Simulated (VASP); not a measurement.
Crystal: ScAl3N4.

```
Sc Al N
1.0
     6.37400    0.00000    0.00000
    -3.18700    5.52005    0.00000
     0.00000    0.00000    4.95700
Sc Al N
2 6 8
Direct
  0.16667 0.33333 0.00000
  0.83333 0.66667 0.50000
  0.16667 0.83333 0.00000
  0.66667 0.33333 0.00000
  0.66667 0.83333 0.00000
  0.33333 0.16667 0.50000
  0.33333 0.66667 0.50000
  0.83333 0.16667 0.50000
  0.16667 0.33333 0.38200
  0.16667 0.83333 0.38200
  0.66667 0.33333 0.38200
  0.66667 0.83333 0.38200
  0.33333 0.16667 0.88200
  0.33333 0.66667 0.88200
  0.83333 0.16667 0.88200
  0.83333 0.66667 0.88200
```

The cell comes from a database or a generator and needn't be the stable form of this composition.

```yaml
Program: VASP 6.6.1
Task: relaxation of cell and atoms
Functional: PBE
Potentials_or_basis: VASP PAW PBE potentials, release 64 (Sc_sv, Al, N)
Cutoff: 520 eV
k_mesh: 4 × 4 × 5
Occupations: gaussian, width 0.03 eV
Spin: no spin polarisation
```

At the start: pressure 15.0 GPa; volume 10.90 Å³/atom.

Q: Where does the relaxation end?

A: Over 15 steps the energy falls by 136.5 meV/atom and the volume is 11.54 Å³/atom (+5.9 %); space group P6_3mc (No. 186, to 0.05 Å).

The path:
| step | energy change (eV) | largest force (eV/Å) | pressure (GPa) | volume (Å³) |
| --- | --- | --- | --- | --- |
| 1 | 0.0000 | 4.1057 | 14.99 | 174.41 |
| 2 | -1.1497 | 1.1589 | -13.38 | 201.42 |
| 3 | -1.9894 | 0.6682 | -4.28 | 189.44 |
| 4 | -1.9901 | 0.6637 | -3.98 | 189.14 |
| 5 | -2.1738 | 0.1654 | 1.33 | 183.37 |
| 6 | -2.1746 | 0.1813 | 0.99 | 183.70 |
| 7 | -2.1828 | 0.0451 | -0.20 | 184.94 |
| 8 | -2.1829 | 0.0558 | -0.07 | 184.81 |
| 9 | -2.1836 | 0.0154 | -0.03 | 184.76 |
| 10 | -2.1836 | 0.0151 | -0.02 | 184.75 |
| 11 | -2.1839 | 0.0112 | 0.01 | 184.68 |
| 12 | -2.1840 | 0.0170 | 0.03 | 184.66 |
| 13 | -2.1840 | 0.0091 | -0.01 | 184.69 |
| 14 | -2.1840 | 0.0062 | -0.03 | 184.70 |
| 15 | -2.1841 | 0.0026 | 0.04 | 184.65 |

Final structure:
```
Sc Al N
1.0
     6.48461    0.00000    0.00000
    -3.24230    5.61583    0.00000
     0.00000    0.00000    5.07044
Sc Al N
2 6 8
Direct
  0.16667 0.33333 0.98730
  0.83333 0.66667 0.48730
  0.17531 0.83766 0.00008
  0.66234 0.32469 0.00008
  0.66234 0.83766 0.00008
  0.33766 0.16234 0.50008
  0.33766 0.67531 0.50008
  0.82469 0.16234 0.50008
  0.16667 0.33333 0.41399
  0.18698 0.84349 0.37549
  0.65651 0.31302 0.37549
  0.65651 0.84349 0.37549
  0.34349 0.15651 0.87549
  0.34349 0.68698 0.87549
  0.81302 0.15651 0.87549
  0.83333 0.66667 0.91399
```
